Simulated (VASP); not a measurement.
OSZICAR of a VASP run on P (black):

OSZICAR:
```
       N       E                     dE             d eps       ncg     rms          rms(c)
DAV:   1     0.505282769881E+02    0.50528E+02   -0.72869E+03  2800   0.989E+02
DAV:   2    -0.198423593131E+02   -0.70371E+02   -0.68311E+02  3690   0.160E+02
DAV:   3    -0.231832640933E+02   -0.33409E+01   -0.33099E+01  3786   0.377E+01
DAV:   4    -0.232241039470E+02   -0.40840E-01   -0.40806E-01  3570   0.491E+00
DAV:   5    -0.232248683882E+02   -0.76444E-03   -0.76428E-03  3880   0.591E-01    0.101E+01
DAV:   6    -0.231028676891E+02    0.12200E+00   -0.65056E-02  3508   0.161E+00    0.588E+00
DAV:   7    -0.230494669814E+02    0.53401E-01   -0.10678E-01  3604   0.207E+00    0.262E-01
DAV:   8    -0.230489943658E+02    0.47262E-03   -0.10678E-02  3322   0.735E-01    0.170E-01
DAV:   9    -0.230490119264E+02   -0.17561E-04   -0.45075E-04  3806   0.150E-01    0.726E-02
DAV:  10    -0.230489980409E+02    0.13886E-04   -0.83621E-05  3496   0.557E-02    0.275E-02
DAV:  11    -0.230489994260E+02   -0.13852E-05   -0.80625E-06  3532   0.226E-02    0.114E-02
DAV:  12    -0.230489995593E+02   -0.13327E-06   -0.41935E-07  2096   0.471E-03
   1 F= -.23049000E+02 E0= -.23048868E+02  d E =-.230490E+02
       N       E                     dE             d eps       ncg     rms          rms(c)
DAV:   1    -0.230492420730E+02   -0.24265E-03   -0.90376E-03  2920   0.562E-01    0.832E-02
DAV:   2    -0.230491731229E+02    0.68950E-04   -0.51189E-04  3730   0.164E-01    0.310E-02
DAV:   3    -0.230491262544E+02    0.46869E-04   -0.74319E-05  3412   0.564E-02    0.143E-02
DAV:   4    -0.230491214193E+02    0.48351E-05   -0.26646E-05  3688   0.319E-02    0.415E-03
DAV:   5    -0.230491212729E+02    0.14642E-06   -0.18919E-06  2462   0.987E-03
   2 F= -.23049121E+02 E0= -.23048991E+02  d E =-.121714E-03
```

**Question.** Which electronic solver shows in the log?

**Answer.** It is blocked Davidson (ALGO = Normal, or the opening steps of other solvers). The INCAR had ALGO = Normal.

**Question.** Can the final energy be trusted as converged?

**Answer.** Self-consistency was reached. It stopped with EDIFF = 1E-6, NELM = 100, NSW = 60 and EDIFFG = -0.02 after 2 ionic steps (PBEsol GGA, plane waves, VASP's PBE PAW potentials (set 64)). Without a dispersion term in the relaxation, distances and binding between the weakly bound layers, chains or molecules are unreliable, and so is what depends on them.

The compound is P in the black structure. This run relaxes it. Symmetry was kept, so distortions that lower it aren't found. The start is the result of an earlier pass.
